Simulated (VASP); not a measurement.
```xyz
8
Lattice="2.5080 0.0000 0.0000 -1.2540 2.1720 0.0000 0.0000 0.0000 25.9072" Properties=species:S:1:pos:R:3 pbc="T T T"
B      1.2540     0.7240     7.9756
B      1.2540     0.7240    14.6132
B      0.0000     1.4480    11.2940
B      0.0000     1.4480    17.9316
N      0.0000     1.4480     7.9733
N      0.0000     1.4480    14.6132
N      1.2540     0.7240    11.2940
N      1.2540     0.7240    17.9339
```

Calculation: HSE06 screened hybrid (exact exchange on a k-mesh reduced by 3x3x1), VASP's PBE PAW potentials (set 64) (plane waves; VASP). Numerical set-up: PREC = Normal, EDIFF = 1E-5, 500 eV cut-off, 12×12×1 Γ-centred mesh, Gaussian smearing of 0.050 eV, potentials B N.

Exact exchange is summed on a reduced mesh (NKRED).

Task: Predict the energy per atom (σ→0).

Result: 
| Quantity | Value |
|---|---|
| energy per atom (σ→0) | -10.217 eV/atom |

The cell is a sheet with vacuum, built from BN (hex). The cell's shape comes from a PBE relaxation.
